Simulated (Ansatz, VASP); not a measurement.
# Cross-check of H3C2N (ionic liquid BMIM+ dicyanamide at 450 K) between VASP and Ansatz, part 2 of 4

One calculation is typed for both programs; each brings its own data sets. How far apart do they land? The cell is taken from a series of runs on this material, whose earlier steps may have relaxed, scaled, displaced or heated it; both programs get it as it stands.

VASP 6.6.1 and Ansatz 0.2.0.

So far. Step 2 (VASP: single point, r2SCAN with D3(BJ), pair 1): The run ends at a pressure of -0.82 GPa, with forces up to 6.9 eV/Å.

**3. Ansatz: single point, r2SCAN with D3(BJ), pair 1**

Level of this step: Ansatz beside VASP: Kohn-Sham DFT, plane waves, r2SCAN with D3(BJ) (Ansatz).

Ansatz runs on its default PAW (the set named soft_2) files.

The same cell, functional and mesh now go to Ansatz, which takes its cutoff from its data sets.

File input.yaml:

```yaml
crystal:
  lattice:
    - [9.90267, 0.0, 0.0]
    - [0.0, 9.90267, 0.0]
    - [0.0, 0.0, 9.90267]
  atoms:
    - { symbol: C, position: [0.03772, 0.92902, 0.45772] }
    - { symbol: C, position: [0.0657, 0.79197, 0.39056] }
    - { symbol: C, position: [0.94077, 0.71119, 0.36986] }
    - { symbol: C, position: [0.8893, 0.7023, 0.22451] }
    - { symbol: "N", position: [0.85161, 0.83184, 0.17509] }
    - { symbol: C, position: [0.73044, 0.90733, 0.21276] }
    - { symbol: C, position: [0.71764, 0.01663, 0.12596] }
    - { symbol: "N", position: [0.82343, 0.99941, 0.03782] }
    - { symbol: C, position: [0.85245, 0.09139, 0.93182] }
    - { symbol: C, position: [0.89173, 0.88521, 0.05548] }
    - { symbol: H, position: [0.98548, 0.99067, 0.37463] }
    - { symbol: H, position: [0.96414, 0.92168, 0.54281] }
    - { symbol: H, position: [0.1449, 0.95689, 0.47658] }
    - { symbol: H, position: [0.11916, 0.81022, 0.28819] }
    - { symbol: H, position: [0.14233, 0.73447, 0.44907] }
    - { symbol: H, position: [0.85942, 0.74451, 0.4387] }
    - { symbol: H, position: [0.97786, 0.61359, 0.39383] }
    - { symbol: H, position: [0.79781, 0.65403, 0.22593] }
    - { symbol: H, position: [0.96896, 0.65091, 0.16282] }
    - { symbol: H, position: [0.6829, 0.8765, 0.30308] }
    - { symbol: H, position: [0.65765, 0.10758, 0.12767] }
    - { symbol: H, position: [0.76105, 0.1152, 0.89731] }
    - { symbol: H, position: [0.91305, 0.03962, 0.84874] }
    - { symbol: H, position: [0.90806, 0.17318, 0.98082] }
    - { symbol: H, position: [0.98486, 0.85411, 0.00666] }
    - { symbol: C, position: [0.68952, 0.86283, 0.67302] }
    - { symbol: C, position: [0.64988, 0.99793, 0.62623] }
    - { symbol: C, position: [0.50906, 0.03061, 0.65955] }
    - { symbol: C, position: [0.49716, 0.17708, 0.63937] }
    - { symbol: "N", position: [0.36498, 0.22998, 0.66025] }
    - { symbol: C, position: [0.31421, 0.25571, 0.78762] }
    - { symbol: C, position: [0.1819, 0.29331, 0.77889] }
    - { symbol: "N", position: [0.15236, 0.29292, 0.6348] }
    - { symbol: C, position: [0.02997, 0.3204, 0.56449] }
    - { symbol: C, position: [0.25634, 0.23017, 0.57565] }
    - { symbol: H, position: [0.64464, 0.77963, 0.6178] }
    - { symbol: H, position: [0.79645, 0.85826, 0.66235] }
    - { symbol: H, position: [0.65181, 0.857, 0.77774] }
    - { symbol: H, position: [0.66376, 0.98709, 0.51722] }
    - { symbol: H, position: [0.714, 0.07508, 0.65091] }
    - { symbol: H, position: [0.48084, 0.99504, 0.76656] }
    - { symbol: H, position: [0.44378, 0.97096, 0.5925] }
    - { symbol: H, position: [0.55606, 0.22937, 0.71553] }
    - { symbol: H, position: [0.5297, 0.2024, 0.53607] }
    - { symbol: H, position: [0.37849, 0.27544, 0.87171] }
    - { symbol: H, position: [0.12338, 0.34918, 0.85148] }
    - { symbol: H, position: [0.95677, 0.25405, 0.60771] }
    - { symbol: H, position: [0.00367, 0.43344, 0.57143] }
    - { symbol: H, position: [0.05089, 0.30048, 0.46442] }
    - { symbol: H, position: [0.26045, 0.20427, 0.46418] }
    - { symbol: C, position: [0.1773, 0.43932, 0.20379] }
    - { symbol: C, position: [0.26506, 0.48917, 0.09623] }
    - { symbol: C, position: [0.30129, 0.63392, 0.12823] }
    - { symbol: C, position: [0.42034, 0.69801, 0.05501] }
    - { symbol: "N", position: [0.40875, 0.68211, 0.90794] }
    - { symbol: C, position: [0.3255, 0.7667, 0.83681] }
    - { symbol: C, position: [0.33701, 0.72857, 0.70231] }
    - { symbol: "N", position: [0.41673, 0.61235, 0.70023] }
    - { symbol: C, position: [0.46867, 0.538, 0.58107] }
    - { symbol: C, position: [0.45809, 0.58593, 0.82739] }
    - { symbol: H, position: [0.10322, 0.38218, 0.14787] }
    - { symbol: H, position: [0.23788, 0.37828, 0.27108] }
    - { symbol: H, position: [0.1416, 0.51547, 0.27369] }
    - { symbol: H, position: [0.20693, 0.49769, 0.99159] }
    - { symbol: H, position: [0.34696, 0.42728, 0.06991] }
    - { symbol: H, position: [0.33683, 0.6352, 0.22978] }
    - { symbol: H, position: [0.22069, 0.69922, 0.1129] }
    - { symbol: H, position: [0.51828, 0.65445, 0.08511] }
    - { symbol: H, position: [0.42751, 0.80086, 0.07641] }
    - { symbol: H, position: [0.2586, 0.83458, 0.89334] }
    - { symbol: H, position: [0.29499, 0.76377, 0.61244] }
    - { symbol: H, position: [0.37608, 0.49202, 0.54395] }
    - { symbol: H, position: [0.53044, 0.45201, 0.61371] }
    - { symbol: H, position: [0.52441, 0.59459, 0.51028] }
    - { symbol: H, position: [0.53139, 0.5078, 0.8462] }
    - { symbol: "N", position: [0.04053, 0.71463, 0.73568] }
    - { symbol: C, position: [0.94778, 0.67049, 0.78826] }
    - { symbol: "N", position: [0.84242, 0.60593, 0.85817] }
    - { symbol: C, position: [0.79356, 0.5058, 0.76409] }
    - { symbol: "N", position: [0.76396, 0.4227, 0.6837] }
    - { symbol: "N", position: [0.60504, 0.34102, 0.98138] }
    - { symbol: C, position: [0.64176, 0.38161, 0.08745] }
    - { symbol: "N", position: [0.66156, 0.45232, 0.21281] }
    - { symbol: C, position: [0.75462, 0.36706, 0.28921] }
    - { symbol: "N", position: [0.79844, 0.2813, 0.35463] }
    - { symbol: "N", position: [0.20412, 0.06165, 0.0522] }
    - { symbol: C, position: [0.28447, 0.07984, 0.13708] }
    - { symbol: "N", position: [0.377, 0.09912, 0.25583] }
    - { symbol: C, position: [0.38102, 0.96431, 0.31769] }
    - { symbol: "N", position: [0.3959, 0.85886, 0.36558] }
kpoints:
  mp_grid: { grid: [1, 1, 1] }
hamiltonian:
  xc: r2scan
  dispersion: d3bj
scf:
  occupations: { method: fixed }
output:
  forces: true
```

The run is started by

```sh
> ansatz run input.yaml --threads 4 --pin off --max-ram 8192MiB --backend cpu --events-out ev --progress --plain --runs-dir out
```

Numbers of over 12 decimals in the logs are rounded to 6 here.

Log:

```text
Warning: the engine holds no damping parameters fitted to this dispersion correction and functional, so the run takes those fitted to r2scan beside the three-body term, which d3bj leaves out (hamiltonian.dispersion, under Limitations)
Engine: ansatz 0.2.0, x86_64-unknown-linux-gnu
Pseudopotentials: kind: paw
Pseudopotential: C, paw, valence charge 4, recommended cutoff 500 eV (meta_gga), C.paw.azcp
Pseudopotential: N, paw, valence charge 5, recommended cutoff 500 eV (meta_gga), N.paw.azcp
Pseudopotential: H, paw, valence charge 1, recommended cutoff 500 eV (meta_gga), H.paw.azcp
Functional definition: r2SCAN
  parameter k0 = 0.174
  parameter k1 = 0.065
  parameter a1 = 4.9479
  exchange = r2scan_x(k0 = k0, k1 = k1, a1 = a1)
  correlation = r2scan_c
Crystal: 90 atoms, lattice volume = 971.084 Å³
Basis set: ecut = 500 eV, 24573 PW (Γ), exchange–correlation on 300×300×300 points (64 copies of the dense FFT grid, shifted against one another)
Bands: 210, of which v1, the nominal top of the filled ones, is band 120 counted from 1 (119 counted from 0)
Symmetry: 1 space group operations
Space group: P1 (ITA 1), of the structure as read, at distance tolerance 9.9e-5 Å
k-points: 1
Non-local potential: C, projectors of the file, l = 0: 2, l = 1: 2, l = 2: 1
Non-local potential: N, projectors of the file, l = 0: 2, l = 1: 2, l = 2: 1
Non-local potential: H, projectors of the file, l = 0: 2, l = 1: 1
PAW form: soft (Blöchl's): semilocal exchange-correlation on the pseudo side does not see the compensation charge
PAW frozen core: C, regenerated for the run's functional (the file was generated under x = pbe(κ = 0.804, μ = 0.219515), c = pbe(β = 0.066725))
PAW frozen core: N, regenerated for the run's functional (the file was generated under x = pbe(κ = 0.804, μ = 0.219515), c = pbe(β = 0.066725))
PAW one-centre angular grid: C, 302 points (default); XC on 239 of its mesh's 2573 points in the sphere
PAW one-centre angular grid: N, 302 points (default); XC on 160 Gauss nodes
PAW one-centre angular grid: H, 302 points (default); XC on 160 Gauss nodes
Initial density: superposition of atomic densities (neutral atoms: chi_scale 0, normalization atom), corrected by the library's trained network
Initial wavefunctions: pseudopotential atomic-orbital guess
Functional: x = r2scan, c = r2scan; τ floored in thin density (d = 2e-4 eV/Å³)
SCF iter   1: F=—  HF=-14037.074660 eV  |F-HF|=—  |Δ(HF+E_count)|=         —  Δρ=8.88e-3  dr2=9.09e-1  dr2_τ=8.82e0  ethr=1.77e-3  ⟨swp⟩=5.0  Hψ=675  notcnv=0  defer=88
preconditioner: auto → Resta (q_TF=auto, 2.161 Å⁻¹)  ε∞=2.3  [insulator: Δε(μ)=3.702 eV  Ē_g=15.932 eV  n_scr=170 (ndim 8)  ℏωp=18.2 eV  f_vac=0.201  ε∞_Penn≈2.3]
SCF iter   2: F=—  HF=-14036.067083 eV  |F-HF|=—  |Δ(HF+E_count)|=    1.01e0  Δρ=5.13e-3  dr2=2.30e-1  dr2_τ=3.23e-2  ethr=3.79e-4  ⟨swp⟩=3.0  Hψ=332  notcnv=0  defer=88
SCF iter   3: F=—  HF=-14036.025694 eV  |F-HF|=—  |Δ(HF+E_count)|=   4.14e-2  Δρ=2.60e-3  dr2=7.59e-2  dr2_τ=8.22e-3  ethr=9.58e-5  ⟨swp⟩=2.0  Hψ=242  notcnv=0  defer=30
automatic band count: iteration 3 solves 152 bands in place of 210: the levels show a gap, and the empty bands left out lie too high to hold charge; the band table lists the bands solved (type scf.n_extra_bands for more)
SCF iter   4: F=—  HF=-14036.011309 eV  |F-HF|=—  |Δ(HF+E_count)|=   1.44e-2  Δρ=7.90e-4  dr2=8.35e-3  dr2_τ=9.82e-4  ethr=3.16e-5  ⟨swp⟩=3.0  Hψ=240  notcnv=0  defer=30
SCF iter   5: F=—  HF=-14036.011620 eV  |F-HF|=—  |Δ(HF+E_count)|=   3.10e-4  Δρ=3.73e-4  dr2=1.58e-3  dr2_τ=2.62e-4  ethr=3.48e-6  ⟨swp⟩=2.0  Hψ=282  notcnv=0  defer=30
SCF iter   6: F=—  HF=-14036.011939 eV  |F-HF|=—  |Δ(HF+E_count)|=   3.20e-4  Δρ=1.48e-4  dr2=2.13e-4  dr2_τ=2.42e-5  ethr=6.56e-7  ⟨swp⟩=2.0  Hψ=248  notcnv=0  defer=30
SCF iter   7: F=—  HF=-14036.012086 eV  |F-HF|=—  |Δ(HF+E_count)|=   1.47e-4  Δρ=8.92e-5  dr2=8.74e-5  dr2_τ=1.29e-5  ethr=8.86e-8  ⟨swp⟩=2.0  Hψ=241  notcnv=0  defer=29
SCF iter   8: F=—  HF=-14036.010989 eV  |F-HF|=—  |Δ(HF+E_count)|=   1.10e-3  Δρ=2.05e-5  dr2=4.33e-6  dr2_τ=5.45e-7  ethr=3.64e-8  ⟨swp⟩=2.0  Hψ=240  notcnv=0  defer=26
SCF iter   9: F=—  HF=-14036.010995 eV  |F-HF|=—  |Δ(HF+E_count)|=   5.54e-6  Δρ=1.00e-5  dr2=1.16e-6  dr2_τ=1.56e-7  ethr=1.80e-9  ⟨swp⟩=2.0  Hψ=247  notcnv=0  defer=26
SCF iter  10: F=—  HF=-14036.010995 eV  |F-HF|=—  |Δ(HF+E_count)|=   6.88e-7  Δρ=4.70e-6  dr2=2.43e-7  dr2_τ=3.21e-8  ethr=4.83e-10  ⟨swp⟩=2.0  Hψ=240  notcnv=0  defer=26
SCF iter  11: F=-14036.010995 eV  HF=-14036.010995 eV  |F-HF|=2.90e-8  |Δ(HF+E_count)|=   1.50e-7  Δρ=1.58e-6  dr2=3.10e-8  dr2_τ=4.65e-9  ethr=4.17e-11  ⟨swp⟩=5.0  Hψ=508  notcnv=0
SCF 1 converged in 11 iterations: F = -14036.010995 eV  dr2 = 3.10e-8
  greatest PAW one-centre occupation: 0.844 electrons in one spin orbital (limit 2), on the N atom at site 84 (counted from 0), in its partial waves of l = 0
SCF converged after 11 iterations
Free energy (F): -14036.010995 eV
Harris-Foulkes:  -14036.010995 eV  (|F-HF|=2.90e-8)
Internal energy: -14036.010995 eV  (E = F + TS)
E sigma→0 (E₀):  -14036.010995 eV
Fermi energy:    -0.016013 eV
--- Per-component energies (eV) ---
  E_band       = -2006.732968
  E_kinetic    = 5281.178190
  E_local      = -15770.728161  (includes V_loc(G=0)·N_el)
  E_nonlocal   = 1574.565355
  E_hartree    = 5497.362272
  E_xc         = -2690.203282
  E_vxc        = -3781.546754  (∫ρ·V_xc dr)
  E_paw        = -4986.257518  (= ΣΔE_a)
  E_vpaw       = -532.257351  (= ΣTr[D̂ρ^β])
  E_aug_tail   = -0.022009  (compensation charges beyond the density's cutoff)
  E_vtau       = 227.355650  (kinetic-family band-sum trace: ∫τ·v_τ [+ j·A + Jᵃ·Aᵃ] dr)
  E_ewald      = -2938.209821
  E_disp       = -2.509340  (pairwise vdW)
  E_core_change = -1.186681  (= ΣΔE_core)
  E_smearing   = -0.000000  (= −TS)
  E_closure    = -0.000000  (closes the sum)
  Σ components = -14036.010995   (vs F -14036.010995, Δ=0.00e0)
--- Forces (eV/Å), atoms counted from 1 ---
  atom   1  C     -0.01423216    -0.06953458    -1.85220292
  atom   2  C      1.28196599     0.94496625    -0.93260253
  atom   3  C     -0.35076020    -0.15472299    -0.29881790
  atom   4  C      2.08788866     0.28358444     1.25641650
  atom   5  N     -2.31871928     2.61360530    -2.46543801
  atom   6  C      2.18474537    -0.17999978    -0.64651260
  atom   7  C      1.31714083    -2.08542188     1.36295104
  atom   8  N      0.10796346    -1.02386874    -0.89786766
  atom   9  C      3.95260642    -0.97299456    -0.05709546
  atom  10  C      0.52188083     0.23707662     2.55003556
  atom  11  H      0.97110161    -0.21944677     1.35533824
  atom  12  H      1.17970533     0.04642224    -0.31513670
  atom  13  H     -1.11268826     1.04880440     0.55916314
  atom  14  H     -0.73467409    -0.08875197     1.47981766
  atom  15  H     -0.57657834     0.31396701    -0.17233305
  atom  16  H      0.33856896    -0.45378429    -0.18094625
  atom  17  H     -0.81256523    -1.41472449     0.42735987
  atom  18  H     -1.79264997    -2.24219084    -0.22228127
  atom  19  H     -1.02177006     0.68231884     0.06154524
  atom  20  H     -0.73359873    -0.00576766     0.52961775
  atom  21  H     -0.18434541    -0.21165390    -0.07615630
  atom  22  H     -3.25616052     1.83882067    -1.79660660
  atom  23  H     -0.62856197     0.74773873     1.23988106
  atom  24  H     -0.09894102     0.26714541    -0.72938479
[...]
atom  83  N      2.31347009    -3.98355983    -1.68973782
  atom  84  C     -4.07474584     2.36949710    -2.77548144
  atom  85  N      1.31200645    -0.73308344     0.92815991
  atom  86  N      0.55089712     0.26168113     0.17185832
  atom  87  C      2.02938611    -0.02554119     3.64308917
  atom  88  N     -2.63948650    -4.15533357    -1.71067451
  atom  89  C     -0.11998029     4.86464298    -2.79657630
  atom  90  N      0.21245982    -1.03242262     0.84336131
  max |Σ_I F_I| component: 1.46e-4 eV/Å
```

**4. Side by side**

Known differences besides the potentials themselves: VASP keeps PBE cores, Ansatz makes them for the functional; fixed occupations in Ansatz, narrow Gaussian smearing in VASP; the cutoff is 500 eV in Ansatz and 580 eV in VASP (PREC = Accurate, projectors in real space). Total energies have different zeros and are not compared.

Both answers:

| quantity | Ansatz | VASP | difference |
| --- | --- | --- | --- |
| gap on the k mesh (eV) | 2.997 | 3.010 | -0.013 |

Forces on 9 of the 90 atoms, those with the largest forces and the largest differences (eV/Å; atoms numbered as in POSCAR):

| atom | Ansatz x, y, z | VASP x, y, z |
| --- | --- | --- |
| C18 | -1.318, 2.889, -3.560 | -1.319, 2.899, -3.562 |
| C25 | -4.556, -3.249, 2.784 | -5.093, -3.500, 3.092 |
| C28 | -4.075, 2.369, -2.775 | -4.300, 2.831, -3.121 |
| C29 | 2.029, -0.026, 3.643 | 2.383, 0.057, 4.012 |
| C30 | -0.120, 4.865, -2.797 | -0.199, 5.404, -3.041 |
| N37 | 2.238, 1.640, -1.290 | 2.802, 1.909, -1.610 |
| N41 | 2.313, -3.984, -1.690 | 2.304, -3.956, -1.674 |
| N42 | 1.312, -0.733, 0.928 | 1.556, -1.208, 1.290 |
| N44 | -2.639, -4.155, -1.711 | -2.630, -4.133, -1.707 |

The forces differ by 124 meV/Å r.m.s., which is 8.7 % of the r.m.s. force of 1.429 eV/Å (both taken over all components). A gap on the mesh is an upper bound, since the band edges may lie between its points.

[end of part 2 of 4]

[Lines on the potential files, build, host, timing and source positions are cut from VASP's logs without a mark.]

[Logs are printed without paths, hosts, clocks, repeated set-up lines and the standing remarks that a program may print on its own settings, such as how far it seeks lower states.]

[Hosts, paths, dates, database ids (printed as entryN), source tags and the programs' standing remarks are cut or masked in the printed files.]
